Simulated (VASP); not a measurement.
RuAl (CsCl type): the bulk modulus from VASP (plane waves, PAW) at several levels of theory. Static lattice, third-order Birch-Murnaghan fit over five volumes.

| level | bulk modulus (GPa) |
|---|---|
| LDA | 232 |
| PBE | 204 |
| PBEsol | 220 |
| SCAN | 236 |
| r2SCAN | 223 |

The cell of the LDA run:

```
AlRu
1.0
    2.95595     0.00000     0.00000
    0.00000     2.95595     0.00000
    0.00000     0.00000     2.95595
Al Ru
1 1
Direct
  0.50000   0.50000   0.50000
  0.00000   0.00000   0.00000
```

Only levels that ran to the end are used. Left out are those held back, those with too coarse a band path, GW runs whose mesh misses a band edge, hybrids' fits of cells that aren't cubic and levels without matching references; a question may draw on a part of the rest.

The compound is RuAl in the CsCl type structure.
